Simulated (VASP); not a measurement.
Input:

```yaml
crystal:
  lattice:
    - [1.80096, -3.16632, 0.00000]
    - [1.80096, 3.16632, 0.00000]
    - [0.00000, 0.00000, 5.79471]
  atoms:
    - { symbol: Zr, position: [0.00000, 0.00000, 0.00000] }
    - { symbol: S, position: [0.33333, 0.66667, 0.25000] }
    - { symbol: S, position: [0.68374, 0.35040, 0.75000] }
```
Cell charge +0.5.

Level of theory: PBE GGA, VASP's PBE PAW potentials (set 64) (plane waves; VASP). Run with NELECT = 23.5, 400 eV cut-off, 6×6×4 Γ-centred mesh, Gaussian smearing of 0.050 eV, potentials Zr_sv S.

The cell is charged, with a uniform compensating background.

Problem. Estimate the energy per atom (σ→0), pressure, largest force, band gap (on the k-mesh) with the smallest direct gap where there is one.

Solution. 
* **band gap (on the k-mesh)**: none (metal, semimetal or under 0.01 eV)
* **energy per atom (σ→0)**: -760.3 kJ/mol of atoms
* **pressure**: -8.77 GPa
* **largest force**: 0.489 eV/Å

Only differences to runs with the same potentials and settings are physical.

The compound is ZrS2 in the 1T layered structure. The cell was not relaxed at this level, atoms are displaced from their ideal sites. The k-mesh is coarse (spacing up to 0.33 per Å, 2π included), so the numbers may not be converged in it. The run is one of a series of settings (NELECT = 23.5 against the base run), some of them coarse on purpose.
